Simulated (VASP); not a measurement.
Computed with PBEsol GGA, VASP's PBE PAW potentials (set 64) (plane waves; VASP 6.6.1).

A VASP calculation is set up with these files.

File KPOINTS:
```
Regular mesh
0
G
  5 5 5
0 0 0
```

File POSCAR:
```
Al12W
1.0
 -3.7730874474   3.7730874474   3.7730874474
  3.7730874474  -3.7730874474   3.7730874474
  3.7730874474   3.7730874474  -3.7730874474
Al W
12 1
Direct
  0.8132196629   0.3087761165   0.1219957794
  0.1867803371   0.6912238835   0.8780042206
  0.8132196629   0.6912238835   0.5044435463
  0.1867803371   0.3087761165   0.4955564537
  0.1219957794   0.8132196629   0.3087761165
  0.5044435463   0.8132196629   0.6912238835
  0.4955564537   0.1867803371   0.3087761165
  0.8780042206   0.1867803371   0.6912238835
  0.3087761165   0.1219957794   0.8132196629
  0.3087761165   0.4955564537   0.1867803371
  0.6912238835   0.8780042206   0.1867803371
  0.6912238835   0.5044435463   0.8132196629
  0.0000000000   0.0000000000   0.0000000000
```

### INCAR
```
SYSTEM  =  Al12W
PREC  =  Accurate; ENCUT  =  400; LREAL  =  Auto
LASPH  =  T
EDIFF  =  1E-6; NELM  =  100; ALGO  =  Normal
LMAXMIX  =  6
ISMEAR  =  1; SIGMA  =  0.1
GGA  =  PS
IBRION  =  2; NSW  =  60; ISIF  =  3
EDIFFG  =  -0.02
LWAVE  =  F; LCHARG  =  F
```

POTCAR, in this order: Al W_sv (PBE.64 set). Program: vasp_std.

What VASP printed:

File OSZICAR:
```
       N       E                     dE             d eps       ncg     rms          rms(c)
DAV:   1     0.132405052667E+03    0.13241E+03   -0.17157E+04   792   0.110E+03
DAV:   2    -0.529556057974E+02   -0.18536E+03   -0.17656E+03   784   0.216E+02
DAV:   3    -0.646717339298E+02   -0.11716E+02   -0.11029E+02   944   0.436E+01
DAV:   4    -0.649443768020E+02   -0.27264E+00   -0.27187E+00   872   0.670E+00
DAV:   5    -0.649492394425E+02   -0.48626E-02   -0.48613E-02   888   0.102E+00    0.218E+01
DAV:   6    -0.641074101750E+02    0.84183E+00   -0.10301E+00   856   0.554E+00    0.947E+00
DAV:   7    -0.638409965035E+02    0.26641E+00   -0.56623E-01   824   0.370E+00    0.103E+00
DAV:   8    -0.638249296306E+02    0.16067E-01   -0.83839E-02   904   0.150E+00    0.556E-01
DAV:   9    -0.638165658857E+02    0.83637E-02   -0.13333E-02   840   0.556E-01    0.408E-01
DAV:  10    -0.638163809619E+02    0.18492E-03   -0.34907E-03   864   0.293E-01    0.137E-01
DAV:  11    -0.638162234892E+02    0.15747E-03   -0.11365E-03   856   0.169E-01    0.349E-02
DAV:  12    -0.638162193946E+02    0.40946E-05   -0.20559E-04   856   0.732E-02    0.385E-02
DAV:  13    -0.638162114465E+02    0.79481E-05   -0.26157E-05   872   0.304E-02    0.962E-03
DAV:  14    -0.638162113057E+02    0.14078E-06   -0.53687E-06   760   0.927E-03
   1 F= -.63816211E+02 E0= -.63814568E+02  d E =-.638162E+02
       N       E                     dE             d eps       ncg     rms          rms(c)
DAV:   1    -0.638251041945E+02   -0.88927E-02   -0.15866E-01   776   0.276E+00    0.972E-01
DAV:   2    -0.638228587986E+02    0.22454E-02   -0.60167E-02   800   0.129E+00    0.263E-01
DAV:   3    -0.638199771426E+02    0.28817E-02   -0.19402E-02   872   0.616E-01    0.128E-01
DAV:   4    -0.638198149124E+02    0.16223E-03   -0.13940E-03   816   0.220E-01    0.391E-02
DAV:   5    -0.638198133366E+02    0.15758E-05   -0.47803E-04   832   0.111E-01    0.756E-02
DAV:   6    -0.638197925515E+02    0.20785E-04   -0.14704E-04   840   0.627E-02    0.492E-03
DAV:   7    -0.638197931570E+02   -0.60545E-06   -0.61646E-06   776   0.130E-02
   2 F= -.63819793E+02 E0= -.63818288E+02  d E =-.358185E-02
       N       E                     dE             d eps       ncg     rms          rms(c)
DAV:   1    -0.638198134727E+02   -0.20921E-04   -0.38431E-04   800   0.137E-01    0.504E-02
DAV:   2    -0.638198080495E+02    0.54232E-05   -0.16543E-04   824   0.671E-02    0.138E-02
DAV:   3    -0.638198001483E+02    0.79012E-05   -0.53803E-05   888   0.323E-02    0.663E-03
DAV:   4    -0.638197999753E+02    0.17300E-06   -0.36564E-06   672   0.113E-02
   3 F= -.63819800E+02 E0= -.63818302E+02  d E =-.358867E-02
       N       E                     dE             d eps       ncg     rms          rms(c)
DAV:   1    -0.638225688848E+02   -0.27687E-02   -0.34355E-02   872   0.124E+00    0.288E-01
DAV:   2    -0.638220991461E+02    0.46974E-03   -0.19150E-02   824   0.694E-01    0.159E-01
DAV:   3    -0.638211763124E+02    0.92283E-03   -0.43003E-03   840   0.297E-01    0.435E-02
DAV:   4    -0.638211862696E+02   -0.99572E-05   -0.39147E-04   904   0.867E-02    0.287E-02
DAV:   5    -0.638211865295E+02   -0.25994E-06   -0.13219E-04   864   0.628E-02    0.354E-02
DAV:   6    -0.638211753377E+02    0.11192E-04   -0.40838E-05   880   0.310E-02    0.574E-03
DAV:   7    -0.638211753153E+02    0.22370E-07   -0.37929E-06   760   0.781E-03
   4 F= -.63821175E+02 E0= -.63819794E+02  d E =-.137534E-02
       N       E                     dE             d eps       ncg     rms          rms(c)
DAV:   1    -0.638216783166E+02   -0.50298E-03   -0.80764E-03   880   0.602E-01    0.138E-01
DAV:   2    -0.638215672914E+02    0.11103E-03   -0.44764E-03   824   0.335E-01    0.769E-02
DAV:   3    -0.638213519526E+02    0.21534E-03   -0.10039E-03   840   0.143E-01    0.212E-02
DAV:   4    -0.638213537081E+02   -0.17555E-05   -0.92263E-05   904   0.420E-02    0.140E-02
DAV:   5    -0.638213532619E+02    0.44623E-06   -0.31980E-05   864   0.307E-02    0.173E-02
DAV:   6    -0.638213503534E+02    0.29085E-05   -0.98402E-06   776   0.152E-02    0.284E-03
DAV:   7    -0.638213503220E+02    0.31438E-07   -0.83616E-07   416   0.413E-03
   5 F= -.63821350E+02 E0= -.63820024E+02  d E =-.155035E-02
       N       E                     dE             d eps       ncg     rms          rms(c)
DAV:   1    -0.638220706156E+02   -0.72026E-03   -0.69053E-03   736   0.446E-01    0.510E-02
DAV:   2    -0.638220110106E+02    0.59605E-04   -0.11517E-03   872   0.180E-01    0.377E-02
DAV:   3    -0.638219641679E+02    0.46843E-04   -0.23275E-04   856   0.730E-02    0.162E-02
DAV:   4    -0.638219642904E+02   -0.12245E-06   -0.35522E-05   880   0.241E-02    0.638E-03
DAV:   5    -0.638219642127E+02    0.77646E-07   -0.52283E-06   696   0.110E-02
   6 F= -.63821964E+02 E0= -.63820730E+02  d E =-.613891E-03
       N       E                     dE             d eps       ncg     rms          rms(c)
DAV:   1    -0.638237547662E+02   -0.17905E-02   -0.62593E-02   736   0.134E+00    0.151E-01
DAV:   2    -0.638232467108E+02    0.50806E-03   -0.10433E-02   872   0.537E-01    0.114E-01
DAV:   3    -0.638228177359E+02    0.42897E-03   -0.21191E-03   864   0.220E-01    0.486E-02
DAV:   4    -0.638228178515E+02   -0.11554E-06   -0.32415E-04   880   0.728E-02    0.189E-02
DAV:   5    -0.638228162462E+02    0.16053E-05   -0.48157E-05   816   0.329E-02    0.191E-02
DAV:   6    -0.638228162795E+02   -0.33309E-07   -0.38220E-06   768   0.972E-03
   7 F= -.63822816E+02 E0= -.63821904E+02  d E =-.146596E-02
```

OUTCAR:
```
------------------------ aborting loop because EDIFF is reached ----------------------------------------
  FORCE on cell =-STRESS in cart. coord.  units (eV):
  Direction    XX          YY          ZZ          XY          YZ          ZX
  --------------------------------------------------------------------------------------
  Total        0.0289218      0.0289218      0.0289218     -0.0000000     -0.0000000     -0.0000000
  in kB        0.2165126      0.2165126      0.2165126     -0.0000000     -0.0000000     -0.0000000
  external PRESSURE =       0.2165126 kB  Pullay stress =       0.0000000 kB
  volume of cell :      214.02
      direct lattice vectors                 reciprocal lattice vectors
    -3.768174976  3.768174976  3.768174976     0.000000000  0.132690229  0.132690229
     3.768174976 -3.768174976  3.768174976     0.132690229  0.000000000  0.132690229
     3.768174976  3.768174976 -3.768174976     0.132690229  0.132690229  0.000000000
 POSITION                                       TOTAL-FORCE (eV/Angst)
 -----------------------------------------------------------------------------------
     -1.43624      2.37400      3.76817         0.001177      0.000308      0.000000
      5.20441      1.39418      0.00000        -0.001177     -0.000308      0.000000
      1.43624      2.37400      3.76817        -0.001177      0.000308      0.000000
      2.33194      1.39418     -0.00000         0.001177     -0.000308      0.000000
      3.76817     -1.43624      2.37400         0.000000      0.001177      0.000308
      3.76817      1.43624      2.37400        -0.000000     -0.001177      0.000308
     -0.00000      2.33194      1.39418        -0.000000      0.001177     -0.000308
      0.00000      5.20441      1.39418        -0.000000     -0.001177     -0.000308
      2.37400      3.76817     -1.43624         0.000308     -0.000000      0.001177
      1.39418     -0.00000      2.33194        -0.000308     -0.000000      0.001177
      1.39418      0.00000      5.20441        -0.000308     -0.000000     -0.001177
      2.37400      3.76817      1.43624         0.000308     -0.000000     -0.001177
      0.00000      0.00000      0.00000        -0.000000     -0.000000      0.000000
 -----------------------------------------------------------------------------------
    total drift:                                0.000000     -0.000000      0.000000
  FREE ENERGIE OF THE ION-ELECTRON SYSTEM (eV)
  ---------------------------------------------------
  free  energy   TOTEN  =       -63.8228162795 eV

  energy  without entropy=      -63.8200808021  energy(sigma->0) =      -63.82190445

 reached required accuracy - stopping structural energy minimisation
```
(Selected blocks of OUTCAR.)

### CONTCAR
```
Al12W
   1.00000000000000
    -3.7681749763107173    3.7681749763107173    3.7681749763107173
     3.7681749763107173   -3.7681749763107173    3.7681749763107173
     3.7681749763107173    3.7681749763107173   -3.7681749763107173
  Al              W
    12     1
Direct
     0.8150063818700708    0.3094251799980789    0.1244315618681496
     0.1849936181299293    0.6905748200019212    0.8755684381318504
     0.8150063818700708    0.6905748200019212    0.5055812017719901
     0.1849936181299293    0.3094251799980789    0.4944187982280101
     0.1244315618681496    0.8150063818700708    0.3094251799980789
     0.5055812017719901    0.8150063818700708    0.6905748200019212
     0.4944187982280101    0.1849936181299293    0.3094251799980789
     0.8755684381318504    0.1849936181299293    0.6905748200019212
     0.3094251799980789    0.1244315618681496    0.8150063818700708
     0.3094251799980789    0.4944187982280101    0.1849936181299293
     0.6905748200019212    0.8755684381318504    0.1849936181299293
     0.6905748200019212    0.5055812017719901    0.8150063818700708
     0.0000000000000000    0.0000000000000000    0.0000000000000000
```

### OUTCAR
```
 val. band max:        7.7226846955   @ k =   0.2000  -0.2000   0.4000

 cond. band min:       7.7782976594   @ k =   0.2000  -0.2000   0.4000


 Fermi energy:         7.7682750453

 k-point     1 :       0.0000    0.0000    0.0000
  band No.  band energies     occupation
      1     -65.2235      2.00000
      2     -29.5235      2.00000
      3     -29.5235      2.00000
      4     -29.5235      2.00000
      5      -2.9022      2.00000
      6       1.6522      2.00000
      7       1.6522      2.00000
      8       1.6522      2.00000
      9       2.2714      2.00000
     10       2.2714      2.00000
     11       2.2714      2.00000
     12       2.2861      2.00000
     13       2.2861      2.00000
     14       2.2861      2.00000
     15       2.5448      2.00000
     16       2.5448      2.00000
     17       2.9257      2.00000
     18       5.6867      2.00000
     19       5.6867      2.00000
     20       7.0533      2.00000
     21       7.0533      2.00000
     22       7.0533      2.00000
     23       7.2704      2.00000
     24       7.2704      2.00000
     25       7.2704      2.00000
     26       8.1183     -0.00001
     27      10.2847      0.00000
     28      10.2847      0.00000
     29      10.9173      0.00000
     30      10.9173      0.00000
     31      11.0355      0.00000
     32      11.4198      0.00000

 k-point     2 :       0.2000    0.0000    0.0000
  band No.  band energies     occupation
      1     -65.2235      2.00000
      2     -29.5235      2.00000
      3     -29.5235      2.00000
      4     -29.5235      2.00000
      5      -2.6875      2.00000
      6       0.4041      2.00000
      7       1.1156      2.00000
      8       1.2308      2.00000
      9       1.5976      2.00000
     10       1.7005      2.00000
     11       2.3264      2.00000
     12       2.4302      2.00000
     13       3.0058      2.00000
     14       3.1877      2.00000
     15       3.3896      2.00000
     16       3.8270      2.00000
...
```

Unless said otherwise, spin-orbit coupling is left out, though it shifts the bands of the heavy elements here.

The compound is Al12W in the sg204 structure. This run relaxes it. Symmetry was kept, so distortions that lower it aren't found. The start is the result of an earlier pass.
